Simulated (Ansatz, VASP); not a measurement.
**SiO2 in two plane-wave programs**

Aim: how closely do two programs agree when they are given the same cell, functional and k mesh? The cell is taken from a series of runs on this material, whose earlier steps may have relaxed, scaled, displaced or heated it; both programs get it as it stands.

Calculated with Ansatz 0.2.0; plane waves, with VASP 6.6.1 beside it; single point at LDA and single point at r2SCAN.

### Step 1. Starting point

It takes space group Fddd (No. 70, orthorhombic). Conventional cell: a = 4.719 Å, b = 9.433 Å, c = 14.726 Å, α = 90.00°, β = 90.00°, γ = 90.00°. Nearest to Si lie 4 O at 1.60 to 1.62 Å. Nearest to O lie 2 Si at 1.60 Å. Nearest to O lie 2 Si at 1.62 Å. Farther neighbours and most contacts between anions are not listed.

### Step 2. VASP: single point, LDA

With cell and atoms fixed, the geometry can't cause a difference; cores, projectors, grids and the points listed under the comparison can.

Lines of VASP's logs that name or quote its potential files are left out, and so is its time.

Input file INCAR:

```
SYSTEM = SiO2
PREC = Accurate
ENCUT = 600
EDIFF = 1E-06
NELM = 120
ISMEAR = -1
SIGMA = 0.02
LREAL = .FALSE.
ALGO = Normal
GGA = PW92
NBANDS = 44
LORBIT = 11
LWAVE = .FALSE.
LCHARG = .FALSE.
ISIF = 2
LASPH = .TRUE.
GGA_COMPAT = .FALSE.
EFERMI = MIDGAP
KPAR = 2
```

Input file POSCAR:

```
SiO2
1.0
    0.0000000000      4.7162571100      7.3627753715
    2.3595806657      0.0000000000      7.3627753715
    2.3595806657      4.7162571100      0.0000000000
Si O
4 8
Direct
    0.5632310800      0.5632310800      0.9367689200
    0.3132310800      0.3132310800      0.6867689200
    0.6867689200      0.6867689200      0.3132310800
    0.9367689200      0.9367689200      0.5632310800
    0.6250000000      0.1250000000      0.6250000000
    0.6250000000      0.6250000000      0.1250000000
    0.6250000000      0.6250000000      0.6250000000
    0.1250000000      0.6250000000      0.6250000000
    0.1865604000      0.8134396000      0.1865604000
    0.8134396000      0.1865604000      0.8134396000
    0.4365604000      0.0634396000      0.4365604000
    0.0634396000      0.4365604000      0.0634396000
```

Input file KPOINTS:

```
Automatic mesh
0
Gamma
6 6 6
0 0 0
```

PAW data sets: Si and O (LDA family, release 64).

Run with:

```sh
$ mpirun -np 2 vasp_std
```

Numbers of over 12 decimals in the logs are rounded to 6 here.

The program printed:

```text
[banner, memory and clock lines left out]
running    2 mpi-ranks, on    1 nodes
 distrk:  each k-point on    1 cores,    2 groups
 distr:  one band on    1 cores,    1 groups

 POSCAR found type information on POSCAR SiO
 POSCAR found :  2 types and      12 ions
|                                                                             |
|               ----> ADVICE to this user running VASP <----                  |
|                                                                             |
|     You enforced a specific xc type in the INCAR file but a different       |
|     [... a line on the potential file left out ...]
|     I HOPE YOU KNOW WHAT YOU ARE DOING!                                     |
|                                                                             |

 LDA part: xc-table for (Slater(with rela. corr.)+PW92), standard interpolation
 POSCAR, INCAR and KPOINTS ok, starting setup
 FFT: planning ... GRIDC
 FFT: planning ... GRID_SOFT
 FFT: planning ... GRID
 WAVECAR not read
 entering main loop
       N       E                     dE             d eps       ncg     rms          rms(c)
DAV:   1     0.406114966513E+03    0.40611E+03   -0.35783E+04  4072   0.149E+03
DAV:   2    -0.871855111617E+02   -0.49330E+03   -0.47789E+03  5172   0.323E+02
DAV:   3    -0.117087819623E+03   -0.29902E+02   -0.29770E+02  5080   0.841E+01
DAV:   4    -0.117466568188E+03   -0.37875E+00   -0.37812E+00  4976   0.104E+01
DAV:   5    -0.117473006647E+03   -0.64385E-02   -0.64341E-02  4964   0.134E+00    0.302E+01
DAV:   6    -0.104197715125E+03    0.13275E+02   -0.51076E+01  4720   0.328E+01    0.150E+01
DAV:   7    -0.103984478739E+03    0.21324E+00   -0.14322E+00  4640   0.508E+00    0.518E+00
DAV:   8    -0.103866586878E+03    0.11789E+00   -0.73123E-02  5000   0.166E+00    0.202E+00
DAV:   9    -0.103845352402E+03    0.21234E-01   -0.28892E-02  4984   0.106E+00    0.311E-01
DAV:  10    -0.103846125951E+03   -0.77355E-03   -0.30256E-03  4840   0.271E-01    0.116E-01
DAV:  11    -0.103846075851E+03    0.50100E-04   -0.63340E-04  4784   0.133E-01    0.149E-02
DAV:  12    -0.103846081117E+03   -0.52656E-05   -0.28788E-05  4664   0.271E-02    0.102E-02
DAV:  13    -0.103846081195E+03   -0.78071E-07   -0.76108E-06  4960   0.132E-02
   1 F= -.10384608E+03 E0= -.10384608E+03  d E =0.000000E+00
```

Parts of OUTCAR (step 2):

```text
ion  position               nearest neighbor table
   1  0.563  0.563  0.937-   6 1.60   7 1.60   9 1.62  10 1.62   4 3.01   4 3.01
   2  0.313  0.313  0.687-   5 1.60   8 1.60  11 1.62  12 1.62   3 3.01   3 3.01
   3  0.687  0.687  0.313-   6 1.60   7 1.60  11 1.62  12 1.62   2 3.01   2 3.01
   4  0.937  0.937  0.563-   5 1.60   8 1.60   9 1.62  10 1.62   1 3.01   1 3.01
   5  0.625  0.125  0.625-   2 1.60   4 1.60
   6  0.625  0.625  0.125-   1 1.60   3 1.60
   7  0.625  0.625  0.625-   1 1.60   3 1.60
   8  0.125  0.625  0.625-   2 1.60   4 1.60
   9  0.187  0.813  0.187-   4 1.62   1 1.62
  10  0.813  0.187  0.813-   4 1.62   1 1.62
  11  0.437  0.063  0.437-   2 1.62   3 1.62
  12  0.063  0.437  0.063-   2 1.62   3 1.62

  LATTYP: Found a face centered orthorhombic cell.
 ALAT       =     4.7191613314
 B/A-ratio  =     1.9987691790
 C/A-ratio  =     3.1203745134

 Subroutine GETGRP returns: Found  8 space group operations
 (whereof  4 operations were pure point group operations)

The static configuration has the point symmetry D_2 .
 The point group associated with its full space group is D_2h.

 Found     46 irreducible k-points:

   k-points           NKPTS =     46   k-points in BZ     NKDIM =     46   number of bands    NBANDS=     44

   dimension x,y,z NGX =    70 NGY =   64 NGZ =   42
   dimension x,y,z NGXF=   140 NGYF=  128 NGZF=   84

   ENCUT  =  600.0 eV  44.10 Ry    6.64 a.u.  17.46 15.44 10.53*2*pi/ulx,y,z

   NELECT =      64.0000    total number of electrons

 k-points in reciprocal lattice and weights: Automatic mesh
   0.00000000  0.00000000  0.00000000       0.005
   0.16666667  0.00000000 -0.00000000       0.037
   0.33333333  0.00000000 -0.00000000       0.037
   0.50000000 -0.00000000 -0.00000000       0.019
   0.16666667  0.16666667  0.00000000       0.009
   0.33333333  0.16666667 -0.00000000       0.037
   0.50000000  0.16666667 -0.00000000       0.037
  -0.33333333  0.16666667  0.00000000       0.037
  -0.16666667  0.16666667  0.00000000       0.019
[...]
-0.16666667  0.33333333  0.50000000       0.009
   0.00000000  0.50000000  0.50000000       0.005

 average (electrostatic) potential at core
       1 -88.8739       2 -88.8739       3 -88.8739       4 -88.8739       5 -74.3248
       6 -74.3248       7 -74.3248       8 -74.3248       9 -74.1395      10 -74.1395
      11 -74.1395      12 -74.1395

 E-fermi :   2.9963

 k-point     1 :       0.0000    0.0000    0.0000
  band No.  band energies     occupation
    ...
     28      -0.5561      2.00000
     29      -0.4207      2.00000
     30      -0.2075      2.00000
     31       0.1928      2.00000
     32       0.2266      2.00000
     33       5.7660      0.00000
     34       8.2711      0.00000
     35       8.3161      0.00000
     36       8.6816      0.00000
     37       8.7732      0.00000
    ...

 k-point     2 :       0.1667    0.0000   -0.0000
  band No.  band energies     occupation
    ...
     28      -0.5768      2.00000
     29      -0.4911      2.00000
     30      -0.1977      2.00000
     31       0.0730      2.00000
     32       0.1441      2.00000
     33       6.2173      0.00000
     34       8.5140      0.00000
     35       8.6302      0.00000
     36       8.7388      0.00000
     37       9.0644      0.00000
    ...

 k-point     3 :       0.3333    0.0000   -0.0000
  band No.  band energies     occupation
    ...
     28      -0.6954      2.00000
     29      -0.5056      2.00000
     30      -0.1825      2.00000
     31      -0.0618      2.00000
     32      -0.0345      2.00000
     33       7.2726      0.00000
     34       8.9179      0.00000
     35       9.0658      0.00000
     36       9.2924      0.00000
     37       9.4159      0.00000
    ...

  Total       -1.7621785     -1.5591817     -1.5623976      0.0000000      0.0000000      0.0000000
  in kB      -17.2288634    -15.2441584    -15.2756011      0.0000000      0.0000000      0.0000000
  external PRESSURE =     -15.9162076 kB  Pullay stress =       0.0000000 kB

  energy-cutoff  :      600.00
  volume of cell :      163.87
      direct lattice vectors                 reciprocal lattice vectors
     0.000000000  4.716257110  7.362775371    -0.211902058  0.106016273  0.067909175
     2.359580666  0.000000000  7.362775371     0.211902058 -0.106016273  0.067909175
     2.359580666  4.716257110  0.000000000     0.211902058  0.106016273 -0.067909175

 POSITION                                       TOTAL-FORCE (eV/Angst)
 -----------------------------------------------------------------------------------
      3.53937      7.07439      8.29389        -0.000000      0.000000     -0.037448
      2.35958      4.71626      4.61250         0.000000      0.000000     -0.037448
      2.35958      4.71626     10.11305         0.000000      0.000000      0.037448
      3.53937      7.07439     13.79444        -0.000000      0.000000      0.037448
      1.76969      5.89532      5.52208         0.000000      0.000000     -0.000000
      1.76969      3.53719      9.20347         0.000000      0.000000     -0.000000
      2.94948      5.89532      9.20347        -0.000000      0.000000     -0.000000
      2.94948      3.53719      5.52208        -0.000000      0.000000     -0.000000
      2.35958      1.75973      7.36278        -0.000000      0.058926     -0.000000
      2.35958      7.67278      7.36278        -0.000000     -0.058926     -0.000000
      1.17979      4.11786      3.68139         0.000000      0.058926     -0.000000
      1.17979      0.59839      3.68139         0.000000     -0.058926     -0.000000
 -----------------------------------------------------------------------------------
    total drift:                               -0.000000     -0.000000     -0.000000

  FREE ENERGIE OF THE ION-ELECTRON SYSTEM (eV)
  ---------------------------------------------------
  free  energy   TOTEN  =      -103.8460811948 eV

  energy  without entropy=     -103.8460811948  energy(sigma->0) =     -103.84608119

 total charge
# of ion       s       p       d       tot
------------------------------------------
    1        0.649   1.023   0.000   1.672
    2        0.649   1.023   0.000   1.672
    3        0.649   1.023   0.000   1.672
    4        0.649   1.023   0.000   1.672
    5        1.530   3.714   0.000   5.244
    6        1.530   3.714   0.000   5.244
    7        1.530   3.714   0.000   5.244
    8        1.530   3.714   0.000   5.244
    9        1.539   3.676   0.000   5.214
   10        1.539   3.676   0.000   5.214
   11        1.539   3.676   0.000   5.214
   12        1.539   3.676   0.000   5.214
--------------------------------------------------
tot         14.868  33.650   0.000  48.518

[... 3 further parts left out ...]
```

The gap is read on the k-mesh alone, so it is an upper bound where the band edges lie off the mesh.

### Step 3. Ansatz: single point, LDA

Ansatz runs on its PAW soft_1 files.

The same cell, functional (in two slightly different forms), mesh and smearing now go to Ansatz, which takes its cutoff from its data sets.

Input file input.yaml:

```yaml
crystal:
  lattice:
    - [0.0, 4.71625711, 7.3627753715]
    - [2.3595806657, 0.0, 7.3627753715]
    - [2.3595806657, 4.71625711, 0.0]
  atoms:
    - { symbol: Si, position: [0.56323108, 0.56323108, 0.93676892] }
    - { symbol: Si, position: [0.31323108, 0.31323108, 0.68676892] }
    - { symbol: Si, position: [0.68676892, 0.68676892, 0.31323108] }
    - { symbol: Si, position: [0.93676892, 0.93676892, 0.56323108] }
    - { symbol: O, position: [0.625, 0.125, 0.625] }
    - { symbol: O, position: [0.625, 0.625, 0.125] }
    - { symbol: O, position: [0.625, 0.625, 0.625] }
    - { symbol: O, position: [0.125, 0.625, 0.625] }
    - { symbol: O, position: [0.1865604, 0.8134396, 0.1865604] }
    - { symbol: O, position: [0.8134396, 0.1865604, 0.8134396] }
    - { symbol: O, position: [0.4365604, 0.0634396, 0.4365604] }
    - { symbol: O, position: [0.0634396, 0.4365604, 0.0634396] }
kpoints:
  mp_grid: { grid: [6, 6, 6] }
  band_path:
    path:
      - [[0.0, 0.0, 0.0], [0.5, 0.0, 0.5], [1.0, 0.5, 0.5], [0.5, 0.5, 0.0], [0.0, 0.0, 0.0], [0.0, 0.33825295, 0.33825295]]
      - [[1.0, 0.66174705, 0.66174705], [1.0, 0.5, 0.5]]
      - [[0.5, 0.0, 0.5], [0.5, 0.21309896, 0.71309896]]
      - [[0.5, 0.78690104, 0.28690104], [0.5, 0.5, 0.0]]
      - [[0.0, 0.0, 0.0], [0.5, 0.5, 0.5]]
    npoints: 10
hamiltonian:
  xc: lda
  pseudopotentials: { kind: paw, azcp: { folder: soft_1 }, xc_functional: pbe }
scf:
  occupations: { method: fermi_dirac, width: 0.02 }
  n_extra_bands: 8
output:
  eigenvalues: true
  forces: true
  stress: true
  write_density: true
  write_potential: true
  elf: true
  volumetric_format: npy
```

Run with:

```sh
$ ansatz run input.yaml --threads 3 --pin off --max-ram 92160MiB --backend cuda --events-out ev --progress --plain --runs-dir out --devices 1 --max-vram 13GiB
```

The program printed:

```text
scf.n_extra_bands = 8 over 32 filled bands (N_el = 64.0): the run solves 40 bands
GPUs: using 1 of 1 available (devices: 1).
Engine: ansatz 0.2.0, x86_64-unknown-linux-gnu
Pseudopotentials: kind: paw
Pseudopotential: Si, paw, valence charge 4, recommended cutoff 420 eV (normal), soft_1/Si.paw.azcp
Pseudopotential: O, paw, valence charge 6, recommended cutoff 420 eV (normal), soft_1/O.paw.azcp
Functional definition: SPW92
  exchange = slater_x
  correlation = pw_c
device memory: the entry about to start is reckoned to put 4.8 GiB on a device that reports 55.1 GiB free (of which the cap on the GPU budget leaves the run 13.0 GiB)
GPU FFT provider: cuFFT
GPU libraries: cuBLAS 13.8.2, cuFFT 12.4.0, cuSOLVER 12.3.4
Crystal: 12 atoms, lattice volume = 163.872 Å³
Basis set: ecut = 420 eV, 3169 PW (Γ)
Bands: 40, of which v1, the nominal top of the filled ones, is band 32 counted from 1 (31 counted from 0)
Symmetry: 8 space group operations
Space group: Fddd (ITA 70), of the structure as read, at distance tolerance 5.5e-5 Å
k-points: 46 of 216
Non-local potential: Si, projectors of the file, l = 0: 2, l = 1: 2, l = 2: 1
Non-local potential: O, projectors of the file, l = 0: 2, l = 1: 2, l = 2: 1
PAW form: soft (Blöchl's): semilocal exchange-correlation on the pseudo side does not see the compensation charge
PAW frozen core: Si, regenerated for the run's functional, and the local potential with it (the file was generated under x = pbe(κ = 0.804, μ = 0.219515), c = pbe(β = 0.066725))
PAW frozen core: O, regenerated for the run's functional, and the local potential with it (the file was generated under x = pbe(κ = 0.804, μ = 0.219515), c = pbe(β = 0.066725))
PAW one-centre angular grid: Si, 110 points (default); XC on 64 Gauss nodes
PAW one-centre angular grid: O, 110 points (default); XC on 64 Gauss nodes
Initial density: superposition of atomic densities (chi_scale 0.1, normalization cell, long waves kept (reshape's long-wave potential 0.01 eV rms))
Initial wavefunctions: pseudopotential atomic-orbital guess
GPU buffer pool allocated for 116640 grid points (all kernels)
GPU transforms: local potential and band sums: pruned to the plane-wave sphere, on 60×54×36
Functional: x = slater, c = lda
SCF iter   1: F=—  HF=-6897.267617 eV  |F-HF|=—  |Δ(HF+E_count)|=         —  Δρ=1.22e-1  dr2=2.19e1  ethr=3.10e-3  ⟨swp⟩=7.8  Hψ=9205  notcnv=0
preconditioner: auto → Resta (q_TF=auto, 2.333 Å⁻¹)  ε∞=2.8  [insulator: Δε(μ)=7.136 eV  Ē_g=17.231 eV  σ=0.020 eV  W_gap=1.00  n_scr=30 (ndim 8)  ℏωp=23.2 eV  f_vac=0.049  D(μ)=0.00/eV (n_scr^D=0)  ε∞_Penn≈2.8]
SCF iter   2: F=—  HF=-6891.051663 eV  |F-HF|=—  |Δ(HF+E_count)|=    6.22e0  Δρ=4.15e-2  dr2=1.19e0  ethr=3.10e-3  ⟨swp⟩=4.1  Hψ=5445  notcnv=0  defer=116
SCF iter   3: F=—  HF=-6890.794022 eV  |F-HF|=—  |Δ(HF+E_count)|=   2.58e-1  Δρ=1.98e-2  dr2=3.71e-1  ethr=1.85e-3  ⟨swp⟩=2.2  Hψ=1980  notcnv=0  defer=116
SCF iter   4: F=—  HF=-6890.708140 eV  |F-HF|=—  |Δ(HF+E_count)|=   8.59e-2  Δρ=1.70e-3  dr2=4.04e-3  ethr=5.79e-4  ⟨swp⟩=3.9  Hψ=3594  notcnv=0  defer=116
SCF iter   5: F=—  HF=-6890.710356 eV  |F-HF|=—  |Δ(HF+E_count)|=   2.22e-3  Δρ=1.60e-3  dr2=2.98e-3  ethr=6.31e-6  ⟨swp⟩=2.5  Hψ=3908  notcnv=0  defer=114
SCF iter   6: F=—  HF=-6890.709717 eV  |F-HF|=—  |Δ(HF+E_count)|=   6.39e-4  Δρ=1.85e-4  dr2=4.59e-5  ethr=4.65e-6  ⟨swp⟩=2.0  Hψ=3050  notcnv=0  defer=114
SCF iter   7: F=—  HF=-6890.709903 eV  |F-HF|=—  |Δ(HF+E_count)|=   1.86e-4  Δρ=5.28e-5  dr2=3.35e-6  ethr=7.18e-8  ⟨swp⟩=2.0  Hψ=2988  notcnv=0  defer=114
SCF iter   8: F=-6890.709907 eV  HF=-6890.709907 eV  |F-HF|=6.33e-8  |Δ(HF+E_count)|=   3.98e-6  Δρ=7.49e-6  dr2=8.92e-8  ethr=1.56e-10  ⟨swp⟩=19.5  Hψ=18948  notcnv=0
SCF 1 converged in 8 iterations: F = -6890.709907 eV  dr2 = 8.92e-8
  greatest PAW one-centre occupation: 0.856 electrons in one spin orbital (limit 2), on the O atom at site 11 (counted from 0), in its partial waves of l = 0
device memory: the entry about to start is reckoned to put 3.9 GiB on a device that reports 50.7 GiB free (of which the cap on the GPU budget leaves the run 13.0 GiB)
NSCF: frozen V_eff on 95 k-points
SCF converged after 8 iterations
Free energy (F): -6890.709907 eV
Harris-Foulkes:  -6890.709907 eV  (|F-HF|=6.33e-8)
Internal energy: -6890.709907 eV  (E = F + TS)
E sigma→0 (E₀):  -6890.709907 eV
Fermi energy:    4.221411 eV
--- Per-component energies (eV) ---
  E_band       = -345.439747
  E_kinetic    = 1546.651329
  E_local      = -4240.162828  (includes V_loc(G=0)·N_el)
  E_nonlocal   = 528.933463
  E_hartree    = 1558.260870
  E_xc         = -789.627115
  E_vxc        = -919.887661  (∫ρ·V_xc dr)
  E_paw        = -3165.227328  (= ΣΔE_a)
  E_vpaw       = -377.502813  (= ΣTr[D̂ρ^β])
  E_aug_tail   = 0.006884  (compensation charges beyond the density's cutoff)
  E_ewald      = -2330.657877
  E_core_change = 1.112695  (= ΣΔE_core)
  E_smearing   = -0.000000  (= −TS)
  E_closure    = 0.000000  (closes the sum)
  Σ components = -6890.709907   (vs F -6890.709907, Δ=0.00e0)
--- Forces (eV/Å), atoms counted from 1 ---
  atom   1  Si     0.00000000    -0.00000000    -0.07874262
  atom   2  Si    -0.00000000     0.00000000    -0.07874262
  atom   3  Si    -0.00000000     0.00000000     0.07874262
  atom   4  Si     0.00000000    -0.00000000     0.07874262
  atom   5  O      0.00000000     0.00000000    -0.00000000
  atom   6  O      0.00000000    -0.00000000    -0.00000000
  atom   7  O      0.00000000    -0.00000000    -0.00000000
  atom   8  O      0.00000000     0.00000000     0.00000000
  atom   9  O      0.00000000     0.06091357     0.00000000
  atom  10  O      0.00000000    -0.06091357     0.00000000
  atom  11  O      0.00000000     0.06091357     0.00000000
  atom  12  O     -0.00000000    -0.06091357    -0.00000000
  max |Σ_I F_I| component: 6.94e-18 eV/Å
--- Stress (GPa, compression-positive) ---
       -1.826643       0.000000       0.000000
        0.000000      -1.349213       0.000000
        0.000000       0.000000      -1.552120
  P = ⅓ Tr σ = -1.5760 GPa (-15.760 kbar)
--- Band table (eV; the first three rows and the last of 46) ---
  k-point 0: bands = [... 28 lower, 0.8042, 1.0083, 1.4099, 1.4475, 6.9810, 9.5144, 9.5647, 9.9041, ... 4 higher]
  k-point 1: bands = [... 28 lower, 0.7321, 1.0204, 1.2914, 1.3648, 7.4324, 9.7563, 9.8705, 9.9660, ... 4 higher]
  k-point 2: bands = [... 28 lower, 0.7169, 1.0386, 1.1582, 1.1855, 8.4886, 10.1395, 10.3027, 10.5253, ... 4 higher]
  k-point 45: bands = [... 28 lower, 0.8149, 0.8149, 1.2814, 1.2814, 8.1256, 8.1256, 10.0021, 10.0021, ... 4 higher]
```

### Step 4. Comparison

Known differences besides the potentials themselves: the cutoff is 420 eV in Ansatz and 600 eV in VASP; VASP's log shows a relativistic correction to its local exchange, Ansatz's none. Total energies have different zeros and are not compared.

The two programs side by side:

| quantity | Ansatz | VASP | difference |
| --- | --- | --- | --- |
| pressure (GPa) | -1.58 | -1.59 | +0.02 |
| gap on the k mesh (eV) | 5.533 | 5.539 | -0.006 |

Forces on 7 of the 12 atoms, those with the largest forces and the largest differences (eV/Å; atoms numbered as in POSCAR):

| atom | Ansatz x, y, z | VASP x, y, z |
| --- | --- | --- |
| Si1 | 0.000, 0.000, -0.079 | 0.000, 0.000, -0.037 |
| Si2 | 0.000, 0.000, -0.079 | 0.000, 0.000, -0.037 |
| Si3 | 0.000, 0.000, 0.079 | 0.000, 0.000, 0.037 |
| Si4 | 0.000, 0.000, 0.079 | 0.000, 0.000, 0.037 |
| O10 | 0.000, -0.061, 0.000 | 0.000, -0.059, 0.000 |
| O11 | 0.000, 0.061, 0.000 | 0.000, 0.059, 0.000 |
| O12 | 0.000, -0.061, 0.000 | 0.000, -0.059, 0.000 |

The forces differ by 14 meV/Å r.m.s., which is 59.2 % of the r.m.s. force of 0.023 eV/Å (both taken over all components). A gap on the mesh is an upper bound, since the band edges may lie between its points.

[end of part 1 of 2]

[Lines on the potential files, build, host, timing and source positions are cut from VASP's logs without a mark.]

[Logs are printed without paths, hosts, clocks, repeated set-up lines and the standing remarks that a program may print on its own settings, such as how far it seeks lower states.]

[Hosts, paths, dates, database ids (printed as entryN), source tags and the programs' standing remarks are cut or masked in the printed files.]
